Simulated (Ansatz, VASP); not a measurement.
**One calculation of CuSn3, two programs**

```
Sn Cu
1.0
    -2.22487    2.22487    4.83801
     2.22487   -2.22487    4.83801
     2.22487    2.22487   -4.83801
Sn Cu
3 1
Cartesian
  0.0000 0.0000 4.8380
  2.2249 0.0000 2.4190
  0.0000 2.2249 2.4190
  0.0000 0.0000 0.0000
```

Change from the starting cell: volume scaled by 0.98.

Alike in both runs: task single point; functional PBEsol; k mesh 8 × 8 × 8; occupations fermi-dirac, width 0.05 eV; no spin polarisation.

```csv
,VASP,Ansatz
version,VASP 6.6.1,Ansatz 0.2.0
potentials or method,"VASP PAW PBE potentials, release 64 (Sn_d, Cu), cutoff 520 eV","all-electron LAPW, scalar-relativistic"
```

```tsv
	VASP	Ansatz	Ansatz less VASP
gap on the k mesh at the Fermi level (eV)	none	none	-
pressure (GPa)	-3.3	-3.2	+0.08
largest component of the traceless stress (GPa)	0.19	0.20	+0.007
```

A gap of «none» marks a metal or a gap that the smearing closes. Ansatz ran all-electron here, so the differences hold the error of VASP's frozen core and of both bases.

Caveats: the PAW data sets were made with another functional, which shifts forces and pressure a little (VASP).
